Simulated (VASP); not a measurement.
Data:

```
CELL_PARAMETERS angstrom
      0.00000     2.68105     2.68105
      2.68105     0.00000     2.68105
      2.68105     2.68105     0.00000
ATOMIC_POSITIONS crystal
  Ce 0.00000 0.00000 0.00000
  O  0.25000 0.25000 0.25000
  O  0.75000 0.75000 0.75000
```

The numbers are results of LDA (Ceperley-Alder, Perdew-Zunger), VASP's LDA PAW potentials (set 64) (plane waves; VASP 6.6.1), not measurements. Numerical set-up: 520 eV cut-off, 7×7×7 Γ-centred mesh, Gaussian smearing of 0.050 eV, potentials Ce O.

Predict the energy per atom (σ→0).

The energy per atom (σ→0) is -9.618 eV/atom.

The absolute energy has meaning only against runs of the same code, potentials and settings.

The compound is CeO2 in the fluorite structure. It was relaxed first. The start is the result of an earlier pass. The run is not spin-polarised, so no magnetic state was tried.
